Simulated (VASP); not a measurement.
Method: PBE GGA, VASP's PBE PAW potentials (set 64) (plane waves; VASP).

VASP ran on this input.

### KPOINTS
```
Regular mesh
0
gamma
 7 7 4
0 0 0
```

### POSCAR
```
PtS2
1
    1.7531920000    -3.0933310000     0.0000000000
    1.7531920000     3.0933310000     0.0000000000
    0.0000000000     0.0000000000     5.0249290000
Pt S
1 2
Direct
  0.0000000000   0.0000000000   0.0000000000
  0.3333330000   0.6666670000   0.2300000000
  0.6895910000   0.3562570000   0.7700000000
```

**INCAR**
```
SYSTEM = PtS2
PREC = Accurate
ENCUT = 400
EDIFF = 1E-6
NELM = 100
ALGO = Normal
LREAL = .FALSE.
LASPH = .TRUE.
ISMEAR = 0
SIGMA = 0.05
GGA = PE
LMAXMIX = 6
LWAVE = .FALSE.
LCHARG = .FALSE.
ISIF = 2
AMIX = 0.1
BMIX = 0.0001
IMIX = 1
```

POTCAR, in this order: Pt S (PBE.64 set). Program: vasp_std.

Output

**OSZICAR**
```
       N       E                     dE             d eps       ncg     rms          rms(c)
DAV:   1     0.993340757379E+02    0.99334E+02   -0.92031E+03  3098   0.105E+03
DAV:   2    -0.125217714593E+02   -0.11186E+03   -0.10940E+03  3825   0.225E+02
DAV:   3    -0.165852255852E+02   -0.40635E+01   -0.40467E+01  3831   0.474E+01
DAV:   4    -0.166294696735E+02   -0.44244E-01   -0.44230E-01  3853   0.532E+00
DAV:   5    -0.166303185470E+02   -0.84887E-03   -0.84885E-03  3964   0.698E-01    0.205E+01
DAV:   6    -0.157297541151E+02    0.90056E+00   -0.81678E-01  3271   0.929E+00    0.173E+01
DAV:   7    -0.154450228491E+02    0.28473E+00   -0.38731E-01  3432   0.570E+00    0.151E+01
DAV:   8    -0.153489940774E+02    0.96029E-01   -0.88728E-02  3698   0.284E+00    0.135E+01
DAV:   9    -0.153085694114E+02    0.40425E-01   -0.24766E-02  3348   0.157E+00    0.122E+01
DAV:  10    -0.152879519307E+02    0.20617E-01   -0.97711E-03  3551   0.941E-01    0.110E+01
DAV:  11    -0.152755057390E+02    0.12446E-01   -0.36426E-03  3460   0.570E-01    0.988E+00
DAV:  12    -0.152670558667E+02    0.84499E-02   -0.17047E-03  3544   0.375E-01    0.888E+00
DAV:  13    -0.152609267399E+02    0.61291E-02   -0.89554E-04  3439   0.262E-01    0.797E+00
DAV:  14    -0.152563197305E+02    0.46070E-02   -0.52269E-04  3481   0.194E-01    0.716E+00
DAV:  15    -0.152527878529E+02    0.35319E-02   -0.32096E-04  3313   0.151E-01    0.643E+00
DAV:  16    -0.152500483948E+02    0.27395E-02   -0.20844E-04  3411   0.121E-01    0.577E+00
DAV:  17    -0.152479078870E+02    0.21405E-02   -0.13905E-04  3236   0.100E-01    0.518E+00
DAV:  18    -0.152462272845E+02    0.16806E-02   -0.96715E-05  3348   0.846E-02    0.465E+00
DAV:  19    -0.152449035113E+02    0.13238E-02   -0.68689E-05  3194   0.727E-02    0.418E+00
DAV:  20    -0.152438585639E+02    0.10449E-02   -0.50479E-05  3411   0.629E-02    0.375E+00
DAV:  21    -0.152430325678E+02    0.82600E-03   -0.37649E-05  3215   0.552E-02    0.337E+00
DAV:  22    -0.152423791138E+02    0.65345E-03   -0.28806E-05  3432   0.484E-02    0.302E+00
DAV:  23    -0.152418619503E+02    0.51716E-03   -0.22180E-05  3278   0.429E-02    0.271E+00
DAV:  24    -0.152414526137E+02    0.40934E-03   -0.17391E-05  3467   0.380E-02    0.244E+00
DAV:  25    -0.152411286760E+02    0.32394E-03   -0.13657E-05  3327   0.338E-02    0.219E+00
DAV:  26    -0.152408724161E+02    0.25626E-03   -0.10866E-05  3474   0.301E-02    0.196E+00
DAV:  27    -0.152406698082E+02    0.20261E-03   -0.86369E-06  3369   0.269E-02    0.176E+00
DAV:  28    -0.152405097363E+02    0.16007E-03   -0.69260E-06  3516   0.240E-02    0.158E+00
DAV:  29    -0.152403833843E+02    0.12635E-03   -0.55402E-06  3383   0.215E-02    0.142E+00
DAV:  30    -0.152402837562E+02    0.99628E-04   -0.44683E-06  3523   0.193E-02    0.128E+00
DAV:  31    -0.152402052975E+02    0.78459E-04   -0.35687E-06  3261   0.173E-02    0.115E+00
DAV:  32    -0.152401435887E+02    0.61709E-04   -0.28169E-06  2878   0.157E-02    0.103E+00
DAV:  33    -0.152400951395E+02    0.48449E-04   -0.26024E-06  2680   0.154E-02    0.926E-01
DAV:  34    -0.152400571973E+02    0.37942E-04   -0.19642E-06  2656   0.133E-02    0.832E-01
DAV:  35    -0.152400275462E+02    0.29651E-04   -0.16224E-06  2451   0.122E-02    0.747E-01
DAV:  36    -0.152400044364E+02    0.23110E-04   -0.12749E-06  2570   0.107E-02    0.671E-01
DAV:  37    -0.152399864791E+02    0.17957E-04   -0.10547E-06  2311   0.981E-03    0.603E-01
DAV:  38    -0.152399725765E+02    0.13903E-04   -0.85841E-07  2388   0.881E-03    0.542E-01
DAV:  39    -0.152399618608E+02    0.10716E-04   -0.72091E-07  2185   0.808E-03    0.487E-01
DAV:  40    -0.152399536442E+02    0.82167E-05   -0.57528E-07  2010   0.727E-03    0.437E-01
DAV:  41    -0.152399473848E+02    0.62594E-05   -0.49854E-07  2010   0.669E-03    0.393E-01
DAV:  42    -0.152399426530E+02    0.47317E-05   -0.38935E-07  1828   0.597E-03    0.353E-01
DAV:  43    -0.152399391108E+02    0.35423E-05   -0.33281E-07  1842   0.549E-03    0.317E-01
DAV:  44    -0.152399364917E+02    0.26191E-05   -0.26319E-07  1702   0.488E-03    0.285E-01
DAV:  45    -0.152399345859E+02    0.19057E-05   -0.21822E-07  1660   0.444E-03    0.256E-01
DAV:  46    -0.152399332285E+02    0.13574E-05   -0.17468E-07  1541   0.398E-03    0.230E-01
DAV:  47    -0.152399322908E+02    0.93773E-06   -0.14627E-07  1583   0.362E-03
   1 F= -.15239932E+02 E0= -.15239932E+02  d E =-.930217E-14
```

**OUTCAR**
```
------------------------ aborting loop because EDIFF is reached ----------------------------------------
  FORCE on cell =-STRESS in cart. coord.  units (eV):
  Direction    XX          YY          ZZ          XY          YZ          ZX
  --------------------------------------------------------------------------------------
  Total        4.6147679      3.2786243      3.3848688      0.6937016      0.4878078      1.1604720
  in kB      135.6577601     96.3798911     99.5031031     20.3923597     14.3398150     34.1137482
  external PRESSURE =     110.5135847 kB  Pullay stress =       0.0000000 kB
  volume of cell :       54.50
      direct lattice vectors                 reciprocal lattice vectors
     1.753192000 -3.093331000  0.000000000     0.285194092 -0.161638053  0.000000000
     1.753192000  3.093331000  0.000000000     0.285194092  0.161638053  0.000000000
     0.000000000  0.000000000  5.024929000     0.000000000  0.000000000  0.199007787
 POSITION                                       TOTAL-FORCE (eV/Angst)
 -----------------------------------------------------------------------------------
      0.00000      0.00000      0.00000         0.840253      0.067411      0.076645
      1.75319      1.03111      1.15573         0.120418      0.152740      1.081841
      1.83357     -1.03111      3.86920        -0.960671     -0.220151     -1.158486
 -----------------------------------------------------------------------------------
    total drift:                                0.000335      0.000009      0.000021
  FREE ENERGIE OF THE ION-ELECTRON SYSTEM (eV)
  ---------------------------------------------------
  free  energy   TOTEN  =       -15.2399322908 eV

  energy  without entropy=      -15.2399322908  energy(sigma->0) =      -15.23993229
```
(Selected blocks of OUTCAR.)

The compound is PtS2 in the 1T layered structure. The cell was not relaxed at this level, atoms are displaced from their ideal sites. The run is one of a series of settings (AMIX = 0.1, BMIX = 0.0001, IMIX = 1 against the base run), some of them coarse on purpose.
